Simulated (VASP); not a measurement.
Wanted: the native input for a VASP 6.6.1 run.

```
Task                   : relaxation of cell and atoms
Functional             : PBE
Potentials or basis    : VASP PAW PBE potentials, release 64 (Sn_d, Ge_d, Te)
Cutoff                 : 520 eV
k mesh                 : 3 × 3 × 3
Occupations            : gaussian, width 0.15 eV
Spin                   : no spin polarisation
Further INCAR settings : PREC = Normal; ALGO = Fast; EDIFF = 0.0001; IBRION = 2; EDIFFG = -0.08; NSW = 24; ISIF = 3
```

The structure of SnGeTe3 lies in POSCAR:

```
SnGeTe3
1.0
    3.6059096800      2.0818729200      2.9751006300
   -3.6059096800      2.0818729200      2.9751006300
    0.0000000000     -4.1637458500      2.9751006300
Sn Ge Te
1 1 3
Direct
    0.0000000000      0.0000000000      0.0000000000
    0.5000000000      0.5000000000      0.5000000000
    0.0000000000      0.5000000000      0.5000000000
    0.5000000000      0.0000000000      0.5000000000
    0.5000000000      0.5000000000      0.0000000000
```

The cell was built by a generator and needn't be a form met in nature.

The input as run:

INCAR

```
SYSTEM = SnGeTe3
PREC     = Normal         ! precision mode
ENCUT    = 520            ! plane-wave cutoff, eV
EDIFF    = 1E-4           ! SCF threshold, eV
ISMEAR   = 0              ! smearing method
SIGMA    = 0.15           ! smearing width, eV
LREAL    = .False.        ! projectors in reciprocal space
LASPH    = .True.         ! aspherical terms in the spheres
NELM     = 60             ! most SCF steps
ALGO     = Fast           ! electronic algorithm
ISIF     = 3              ! what is computed and relaxed
LWAVE    = .False.        ! write WAVECAR
LCHARG   = .False.        ! write CHGCAR
GGA      = PE             ! functional
IBRION   = 2              ! ionic algorithm
NSW      = 24             ! ionic steps
EDIFFG   = -0.08          ! ionic threshold
```

KPOINTS

```
regular mesh
0
Gamma
  3 3 3
  0 0 0
```

Potentials or basis: VASP PAW PBE potentials, release 64 (Sn_d, Ge_d, Te).

Run with:

```sh
$ cat potpaw_PBE.64/Sn_d/POTCAR potpaw_PBE.64/Ge_d/POTCAR potpaw_PBE.64/Te/POTCAR > POTCAR
$ mpirun -np 1 vasp_std > vasp.out
```

It gave:

The relaxed volume is 33.40 Å³/atom. The relaxed cell is a = 5.731 Å, b = 5.731 Å, c = 5.731 Å, α = 72.69°, β = 72.69°, γ = 72.69°, the space group after relaxing (to 0.05 Å) is R-3m (No. 166) and the energy gained by relaxing is 299.2 meV/atom. The ionic steps are 23, the pressure after relaxing is 0.0 GPa and the band gap on the k mesh is none (metal or under the smearing width).

Caveat: the k mesh is coarse (spacing up to 0.41 Å⁻¹), so the values aren't converged; the volume moved by over 15 % at a fixed basis, so the end points are rough.

It took 2.5 min on 1 thread of Intel(R) Xeon(R) 6975P-C (Granite Rapids), with other jobs on the host, peak memory 0.18 GiB.
